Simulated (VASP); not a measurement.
# W (Tungsten): structure and properties in VASP

How well does LDA reproduce what experiment finds for W (Tungsten)? The cell is relaxed first, and properties follow on it. The steps: full relaxation (LDA), second relaxation, density, ELF and potential (LDA), band structure (LDA), density of states (LDA), volume scan with LDA, fit for LDA, elastic constants (LDA), core-level energies (LDA) and bands along the symmetry lines (LDA + SOC). The start is a cell from a database of measured crystal structures.

Program: VASP 6.6.1. Level of theory: LDA; plane waves and PAW (W), in the first sound run; inputs show where later runs differ. Results are calculated unless marked as measured.

Experimental background.

“Alloying Effects on the Microstructure and Properties of Laser Additively Manufactured Tungsten Materials” (2023, arxiv:2311.02034) reports for W, body-centred cubic, by synchrotron XRD, Rietveld refinement (as-printed pure W, laser powder bed fusion): lattice constant a (a of BCC W) 3.16047 ± 6e-05 Å [as-printed laser additively manufactured sample, below full density, with slight …].

## 1. Set-up

Before any relaxation, the start is as follows. The structure is cubic, space group Im-3m (No. 229). Conventional cell: a = 3.165 Å, b = 3.165 Å, c = 3.165 Å, α = 90.00°, β = 90.00°, γ = 90.00°. Nearest to W lie 8 W at 2.74 Å.

## 2. Full relaxation (LDA)

Properties are meant for the cell that this level of theory prefers, so cell and atoms are relaxed first (ISIF = 3) until forces and stress are small; EDIFFG sets the threshold. LDA, the lowest rung, knows the local density alone.

INCAR

```
SYSTEM = W
PREC = Accurate
ENCUT = 400
EDIFF = 1E-06
NELM = 100
ISMEAR = 1
SIGMA = 0.2
LREAL = .FALSE.
ALGO = Normal
GGA = CA
NBANDS = 9
LORBIT = 11
LWAVE = .FALSE.
LCHARG = .FALSE.
KPAR = 2
IBRION = 2
NSW = 60
ISIF = 3
EDIFFG = -0.01
```

POSCAR

```
W
1.0
   -1.5823450000      1.5823450000      1.5823450000
    1.5823450000     -1.5823450000      1.5823450000
    1.5823450000      1.5823450000     -1.5823450000
W
1
Direct
    0.0000000000      0.0000000000      0.0000000000
```

KPOINTS

```
Automatic mesh
0
Gamma
10 10 10
0 0 0
```

The projector-augmented-wave data sets are W (LDA family, release 64).

Started as:

```bash
$ mpirun -np 2 vasp_std
```

The log of the run:

```text
[banner, memory and clock lines left out]
running    2 mpi-ranks, on    1 nodes
 distrk:  each k-point on    1 cores,    2 groups
 distr:  one band on    1 cores,    1 groups

 POSCAR found type information on POSCAR W
 POSCAR found :  1 types and       1 ions
 LDA part: xc-table for (Slater(with rela. corr.)+CA(PZ))
 , standard interpolation
 POSCAR, INCAR and KPOINTS ok, starting setup
 FFT: planning ... GRIDC
 FFT: planning ... GRID_SOFT
 FFT: planning ... GRID
 WAVECAR not read
 entering main loop
       N       E                     dE             d eps       ncg     rms          rms(c)
DAV:   1     0.174526678172E+01    0.17453E+01   -0.26053E+03   846   0.460E+02
DAV:   2    -0.145586837000E+02   -0.16304E+02   -0.15487E+02  1019   0.110E+02
DAV:   3    -0.149129432476E+02   -0.35426E+00   -0.35369E+00   953   0.129E+01
DAV:   4    -0.149138247364E+02   -0.88149E-03   -0.88146E-03   937   0.716E-01
DAV:   5    -0.149138259737E+02   -0.12373E-05   -0.12368E-05   961   0.243E-02    0.204E+01
DAV:   6    -0.143797445208E+02    0.53408E+00   -0.41545E-01   902   0.406E+00    0.962E+00
DAV:   7    -0.141827890196E+02    0.19696E+00   -0.42865E-01   926   0.396E+00    0.292E-01
DAV:   8    -0.141797694935E+02    0.30195E-02   -0.27715E-03   901   0.388E-01    0.861E-02
DAV:   9    -0.141795314021E+02    0.23809E-03   -0.13881E-04   960   0.587E-02    0.154E-02
DAV:  10    -0.141795339559E+02   -0.25538E-05   -0.74392E-06   945   0.175E-02    0.164E-02
DAV:  11    -0.141795339464E+02    0.94384E-08   -0.34792E-07   469   0.525E-03
   1 F= -.14179534E+02 E0= -.14179575E+02  d E =-.141795E+02
 curvature:   0.00 expect dE= 0.000E+00 dE for cont linesearch  0.000E+00
 trial: gam= 0.00000 g(F)=  0.412E-65 g(S)=  0.159E+00 ort = 0.000E+00 (trialstep = 0.100E+01)
 search vector abs. value=  0.159E+00
 bond charge predicted
       N       E                     dE             d eps       ncg     rms          rms(c)
DAV:   1    -0.140672204779E+02    0.11231E+00   -0.84048E+00   857   0.220E+01    0.907E+00
DAV:   2    -0.139578148037E+02    0.10941E+00   -0.84041E-02   922   0.212E+00    0.405E+00
DAV:   3    -0.139189126595E+02    0.38902E-01   -0.79782E-02  1010   0.182E+00    0.188E-01
DAV:   4    -0.139193777667E+02   -0.46511E-03   -0.60237E-04   935   0.174E-01    0.674E-02
DAV:   5    -0.139196800021E+02   -0.30224E-03   -0.63441E-04   975   0.130E-01    0.252E-02
DAV:   6    -0.139196758546E+02    0.41474E-05   -0.93787E-06   912   0.202E-02    0.143E-02
DAV:   7    -0.139196761843E+02   -0.32971E-06   -0.89653E-07   489   0.889E-03
   2 F= -.13919676E+02 E0= -.13919235E+02  d E =0.259858E+00
[...]
3 F= -.14196718E+02 E0= -.14196885E+02  d E =-.171838E-01
[...]
4 F= -.14196803E+02 E0= -.14196983E+02  d E =-.172690E-01
 curvature:  -0.09 expect dE=-0.181E-05 dE for cont linesearch -0.181E-05
 ZBRENT: interpolating
 opt :   0.2149  next Energy=   -14.196805 (dE=-0.173E-01)
 bond charge predicted
       N       E                     dE             d eps       ncg     rms          rms(c)
DAV:   1    -0.141968063054E+02   -0.33112E-05   -0.14238E-04   857   0.861E-02    0.365E-02
DAV:   2    -0.141968042627E+02    0.20427E-05   -0.19798E-06   754   0.109E-02    0.148E-02
DAV:   3    -0.141968035806E+02    0.68211E-06   -0.15009E-06   431   0.754E-03
   5 F= -.14196804E+02 E0= -.14196988E+02  d E =-.172696E-01
 curvature:  -0.11 expect dE=-0.129E-05 dE for cont linesearch -0.129E-05
 trial: gam= 0.00000 g(F)=  0.376E-63 g(S)=  0.122E-04 ort =-0.139E-02 (trialstep = 0.843E+00)
 search vector abs. value=  0.122E-04
 reached required accuracy - stopping structural energy minimisation
```

Run time: 4.2 s. Hardware: 2 MPI ranks of Intel Xeon 6975P-C (Granite Rapids), shared host; peak memory 0.23 GiB; 7.1 s of CPU time.

Lines that name or quote the potential files are left out of all logs, and their timing lines are given in words.

Parts of OUTCAR (step 2):

```text
ion  position               nearest neighbor table
   1  0.000  0.000  0.000-

  LATTYP: Found a body centered cubic cell.
 ALAT       =     3.1646900000

 Subroutine GETGRP returns: Found 48 space group operations
 (whereof 48 operations were pure point group operations)

The static configuration has the point symmetry O_h .

 Found     47 irreducible k-points:

   k-points           NKPTS =     47   k-points in BZ     NKDIM =     47   number of bands    NBANDS=      9

   dimension x,y,z NGX =    18 NGY =   18 NGZ =   18
   dimension x,y,z NGXF=    36 NGYF=   36 NGZF=   36

   ENCUT  =  400.0 eV  29.40 Ry    5.42 a.u.   4.47  4.47  4.47*2*pi/ulx,y,z

   NELECT =       6.0000    total number of electrons

 k-points in reciprocal lattice and weights: Automatic mesh
   0.00000000  0.00000000  0.00000000       0.001
   0.10000000  0.00000000  0.00000000       0.012
   0.20000000  0.00000000  0.00000000       0.012
   0.30000000  0.00000000  0.00000000       0.012
   0.40000000  0.00000000  0.00000000       0.012
   0.50000000  0.00000000  0.00000000       0.006
   0.10000000  0.10000000  0.00000000       0.024
   0.20000000  0.10000000  0.00000000       0.048
   0.30000000  0.10000000  0.00000000       0.048
[...]
0.50000000  0.50000000  0.40000000       0.012
   0.50000000  0.50000000  0.50000000       0.001

 average (electrostatic) potential at core
       1 -37.7701

 E-fermi :   8.2980

 k-point     1 :       0.0000    0.0000    0.0000
  band No.  band energies     occupation
      1      -1.5310      2.00000
      2       6.8370      2.00000
      3       6.8370      2.00000
      4       6.8370      2.00000
      5      10.4259     -0.00000
      6      10.4259     -0.00000
      7      23.5712      0.00000
      8      23.5712      0.00000
      9      23.5712      0.00000

 k-point     2 :       0.1000    0.0000    0.0000
  band No.  band energies     occupation
      1      -1.0475      2.00000
      2       6.5450      2.00000
      3       6.7590      2.00000
      4       7.3271      2.00000
      5      10.0154     -0.00000
      6      10.4373     -0.00000
      7      23.9651      0.00000
      8      24.4139      0.00000
      9      24.7172      0.00000

 k-point     3 :       0.2000    0.0000    0.0000
  band No.  band energies     occupation
      1       0.2063      2.00000
      2       5.8596      2.00000
      3       6.3965      2.00000
      4       8.7433     -0.00720
      5       9.6836     -0.00000
      6      10.5312     -0.00000
      7      24.2802      0.00000
      8      26.1931      0.00000
    ...

  Total        0.0091699      0.0091699      0.0091699      0.0000000      0.0000000      0.0000000
  in kB        0.9579885      0.9579885      0.9579885      0.0000000      0.0000000      0.0000000
  external PRESSURE =       0.9579885 kB  Pullay stress =       0.0000000 kB

  energy-cutoff  :      400.00
  volume of cell :       15.34
      direct lattice vectors                 reciprocal lattice vectors
    -1.565137124  1.565137124  1.565137124     0.000000000  0.319460827  0.319460827
     1.565137124 -1.565137124  1.565137124     0.319460827  0.000000000  0.319460827
     1.565137124  1.565137124 -1.565137124     0.319460827  0.319460827  0.000000000

 POSITION                                       TOTAL-FORCE (eV/Angst)
 -----------------------------------------------------------------------------------
      0.00000      0.00000      0.00000         0.000000      0.000000     -0.000000
 -----------------------------------------------------------------------------------
    total drift:                                0.000000      0.000000     -0.000000

  FREE ENERGIE OF THE ION-ELECTRON SYSTEM (eV)
  ---------------------------------------------------
  free  energy   TOTEN  =       -14.1968035806 eV

  energy  without entropy=      -14.1973557349  energy(sigma->0) =      -14.19698763

 reached required accuracy - stopping structural energy minimisation

 total charge
# of ion       s       p       d       tot
------------------------------------------
    1        0.693   0.750   4.232   5.675

[... 3 further parts left out ...]
```

The k-mesh is coarse for a metal. The data set W keeps the semicore shell frozen, which is cheaper and a little less accurate. The run keeps the 48 symmetry operations of its start, so it cannot find a distortion of lower symmetry.

Relaxation path:

```csv
step,energy less that of the first step (eV),largest force (eV/Å),pressure (GPa),volume (Å³)
1,0.0000,0.0000,-10.61,15.85
2,0.2599,0.0000,54.68,13.56
3,-0.0172,0.0000,-0.78,15.38
4,-0.0173,0.0000,-0.12,15.35
5,-0.0173,0.0000,0.10,15.34
```

| conventional cell, symmetrised | before | after | change |
| --- | --- | --- | --- |
| a (Å) | 3.165 | 3.130 | -1.1 % |
| b (Å) | 3.165 | 3.130 | -1.1 % |
| c (Å) | 3.165 | 3.130 | -1.1 % |
| volume (Å³/atom) | 15.85 | 15.34 | -3.2 % |

The relaxed structure:

```cif
data_structure
_symmetry_space_group_name_H-M 'P 1'
_symmetry_Int_Tables_number 1
_cell_length_a 2.7109
_cell_length_b 2.7109
_cell_length_c 2.7109
_cell_angle_alpha 109.471
_cell_angle_beta 109.471
_cell_angle_gamma 109.471
_cell_volume 15.34
loop_
_atom_site_label
_atom_site_type_symbol
_atom_site_fract_x
_atom_site_fract_y
_atom_site_fract_z
_atom_site_occupancy
W1 W 0.00000 0.00000 0.00000 1
```

This step gave:

```
electrons                              : 6
bands                                  : 9
irreducible k-points                   : 47
symmetry operations                    : 48
free energy (TOTEN)                    : -14.20 eV
energy at zero smearing                : -14.20 eV
Fermi energy                           : 8.298 eV
pressure                               : 0.09580 GPa
metallic, judged on the points sampled : yes
SCF cycles over all ionic steps        : 31
```

It ends with forces that vanish by symmetry and a pressure of 0.10 GPa. The volume lies -3.2 % from that of the database's start, part of which can be the thermal and zero-point expansion of its experiment. LDA is known to overbind.

## 3. Second relaxation

A relaxation keeps the plane waves of the cell it began with, so it is repeated from the new cell, on a basis made for it.

INCAR is that of step 2.

POSCAR

```
W
1.0
   -1.5651371244      1.5651371244      1.5651371244
    1.5651371244     -1.5651371244      1.5651371244
    1.5651371244      1.5651371244     -1.5651371244
W
1
Direct
    0.0000000000      0.0000000000      0.0000000000
```

KPOINTS is that of step 2.

Started as:

```bash
$ mpirun -np 2 vasp_std
```

The log of the run:

```text
[... set-up lines as in an earlier step ...]
 entering main loop
       N       E                     dE             d eps       ncg     rms          rms(c)
DAV:   1     0.991563532423E+00    0.99156E+00   -0.25885E+03   854   0.458E+02
DAV:   2    -0.146749731712E+02   -0.15667E+02   -0.15290E+02  1054   0.111E+02
DAV:   3    -0.149027467669E+02   -0.22777E+00   -0.22721E+00   970   0.108E+01
DAV:   4    -0.149032024073E+02   -0.45564E-03   -0.45562E-03   985   0.469E-01
DAV:   5    -0.149032030654E+02   -0.65811E-06   -0.65776E-06   921   0.170E-02    0.214E+01
DAV:   6    -0.143969481265E+02    0.50625E+00   -0.36241E-01   907   0.384E+00    0.104E+01
DAV:   7    -0.141997379962E+02    0.19721E+00   -0.40417E-01   921   0.389E+00    0.277E-01
DAV:   8    -0.141969721735E+02    0.27658E-02   -0.26520E-03   914   0.398E-01    0.916E-02
DAV:   9    -0.141966481090E+02    0.32406E-03   -0.17404E-04   992   0.597E-02    0.199E-02
DAV:  10    -0.141966501545E+02   -0.20455E-05   -0.10900E-05   943   0.225E-02    0.182E-02
DAV:  11    -0.141966502818E+02   -0.12726E-06   -0.34883E-07   473   0.583E-03
   1 F= -.14196650E+02 E0= -.14196835E+02  d E =-.141967E+02
 curvature:   0.00 expect dE= 0.000E+00 dE for cont linesearch  0.000E+00
 trial: gam= 0.00000 g(F)=  0.174E-64 g(S)=  0.771E-05 ort = 0.000E+00 (trialstep = 0.100E+01)
 search vector abs. value=  0.771E-05
 reached required accuracy - stopping structural energy minimisation
```

It took 1.6 s on 2 MPI ranks; peak memory 0.21 GiB; 2.1 s of CPU time.

OUTCAR, selected parts (step 3):

```text
  LATTYP: Found a body centered cubic cell.
 ALAT       =     3.1302742488

The static configuration has the point symmetry O_h .

 Found     47 irreducible k-points:

   ENCUT  =  400.0 eV  29.40 Ry    5.42 a.u.   4.42  4.42  4.42*2*pi/ulx,y,z

   NELECT =       6.0000    total number of electrons

 E-fermi :   8.2979

 k-point     1 :       0.0000    0.0000    0.0000
  band No.  band energies     occupation
      1      -1.5309      2.00000
      2       6.8369      2.00000
      3       6.8369      2.00000
      4       6.8369      2.00000
      5      10.4258     -0.00000
      6      10.4258     -0.00000
      7      23.5712      0.00000
      8      23.5712      0.00000
      9      23.5712      0.00000

 k-point     2 :       0.1000    0.0000    0.0000
  band No.  band energies     occupation
      1      -1.0474      2.00000
      2       6.5450      2.00000
      3       6.7589      2.00000
      4       7.3271      2.00000
      5      10.0154     -0.00000
      6      10.4373     -0.00000
      7      23.9652      0.00000
      8      24.4140      0.00000
      9      24.7172      0.00000

  Total        0.0072977      0.0072977      0.0072977      0.0000000      0.0000000     -0.0000000
  in kB        0.7623914      0.7623914      0.7623914      0.0000000      0.0000000     -0.0000000
  external PRESSURE =       0.7623914 kB  Pullay stress =       0.0000000 kB

 POSITION                                       TOTAL-FORCE (eV/Angst)
 -----------------------------------------------------------------------------------
      0.00000      0.00000      0.00000        -0.000000      0.000000     -0.000000
 -----------------------------------------------------------------------------------
    total drift:                               -0.000000      0.000000      0.000000

  FREE ENERGIE OF THE ION-ELECTRON SYSTEM (eV)
  ---------------------------------------------------
  free  energy   TOTEN  =       -14.1966502818 eV

  energy  without entropy=      -14.1972036367  energy(sigma->0) =      -14.19683473

[... 7 parts as in an earlier step ...]

[... 6 further parts left out ...]
```

Little changed from the start: no atom moved by 0.005 Å and no cell edge by 0.1 %.

This step gave:

- pressure: 0.07624 GPa
- SCF cycles over all ionic steps: 11

It ends with forces that vanish by symmetry and a pressure of 0.08 GPa. The volume moved by under 0.01 %: the run met its threshold at the first step.

[end of part 1 of 5]

[Lines on the potential files, build, host, timing and source positions are cut from VASP's logs without a mark.]

[Logs are printed without paths, hosts, clocks, repeated set-up lines and the standing remarks that a program may print on its own settings, such as how far it seeks lower states.]

[Hosts, paths, dates, database ids (printed as entryN), source tags and the programs' standing remarks are cut or masked in the printed files.]

[A measured line is paired with the nearest computed mode of its activity, which favours agreement.]

[In band tables of VASP the shares of atoms and orbitals are scaled to a sum of 1 inside the atoms' spheres.]
